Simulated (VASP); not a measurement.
Write the native input for VASP 6.6.1 that does the following.

```yaml
Task: single point
Functional: PBE
Potentials_or_basis: VASP PAW PBE potentials, release 64 (Be, Cl)
Cutoff: 520 eV
k_mesh: 4 × 4 × 4
Occupations: gaussian, width 0.1 eV
Spin: no spin polarisation
Dipole_correction: no
Further_INCAR_settings: ALGO = Normal; EDIFF = 1e-07; NBANDS = 30
```

The structure of Be3Cl5 lies in POSCAR:

```
Be3Cl5
1.0
    5.3343063134      0.0000000000      0.0000000000
    0.0000000000      5.3343063134      0.0000000000
    0.0000000000      0.0000000000      5.3343063134
Be Cl
3 5
Direct
    0.0000000000      0.5000000000      0.5000000000
    0.5000000000      0.0000000000      0.5000000000
    0.5000000000      0.5000000000      0.0000000000
    0.5000000000      0.0000000000      0.0000000000
    0.0000000000      0.5000000000      0.0000000000
    0.0000000000      0.0000000000      0.5000000000
    0.0000000000      0.0000000000      0.0000000000
    0.5000000000      0.5000000000      0.5000000000
```

The cell was built by a generator and needn't be a form met in nature.

The cell isn't the ideal one: random cell by space group and Wyckoff sites (Pm-3m, No. 221).

One way to write it, as run:

INCAR

```
ALGO = Normal
EDIFF = 1E-7
ENCUT = 520
GGA = PE
ISIF = 2
ISMEAR = 0
LASPH = T
LCHARG = F
LREAL = F
LWAVE = F
NBANDS = 30
NELM = 80
PREC = Accurate
SIGMA = 0.1
```

KPOINTS

```
k-points
0
Gamma
  4 4 4
```

Potentials or basis: VASP PAW PBE potentials, release 64 (Be, Cl).

The run is started by

```sh
$ cat potpaw_PBE.64/Be/POTCAR potpaw_PBE.64/Cl/POTCAR > POTCAR
$ mpirun -np 1 vasp_std > vasp.out
```

Results of the run:

```json
{"Pressure": "-0.2 GPa", "Band gap on the k mesh": "none (metal or under the smearing width)"}
```

Caveat: an odd number of electrons without spin polarisation forces a metal; a magnetic or distorted state may lie lower.

Wall time 51 s on 1 thread of Intel(R) Xeon(R) Platinum 8488C (Sapphire Rapids), on a shared host, peak memory 0.24 GiB.
